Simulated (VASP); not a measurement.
Calculation: PBEsol GGA, VASP's PBE PAW potentials (set 64) (plane waves; VASP).

VASP input:

### KPOINTS
```
Automatic mesh
0
Gamma
12 12 10
0 0 0
```

### INCAR
```
# general
SYSTEM   =  TiB2
PREC     =  Accurate
ENCUT    =  620
LREAL    =  .FALSE.
LASPH    =  .TRUE.

# electronic loop
EDIFF    =  1E-6
NELM     =  100
ALGO     =  Normal
LMAXMIX  =  4

# smearing
ISMEAR   =  1
SIGMA    =  0.1

# functional
GGA      =  PS

# ions
IBRION   =  2
NSW      =  40
ISIF     =  3
EDIFFG   =  -0.02
PSTRESS  =  200

# output
LWAVE    =  .FALSE.
LCHARG   =  .FALSE.
```

POSCAR:
```
TiB2
1
    1.4803009215    -2.5639564373    -0.0000000000
    1.4803009215     2.5639564373     0.0000000000
    0.0000000000    -0.0000000000     3.0968487450
Ti B
1 2
Direct
  0.0000000000   0.0000000000   0.0000000000
  0.3333330000   0.6666670000   0.5000000000
  0.6666670000   0.3333330000   0.5000000000
```

POTCAR, in this order: Ti_sv B (PBE.64 set). Program: vasp_std.

**Question.** What will the output report for the number of irreducible k-points (NKPTS), largest plane-wave count, number of space-group operations, FFT grid (NGX, NGY, NGZ)?

**Answer.** 
The number of irreducible k-points (NKPTS) is 114 and the largest plane-wave count comes out as 852. The number of space-group operations comes out as 24 and the FFT grid (NGX, NGY, NGZ) is 24 × 24 × 28.

The compound is TiB2 in the AlB2 type structure. It was relaxed first under an external pressure of 20 GPa.
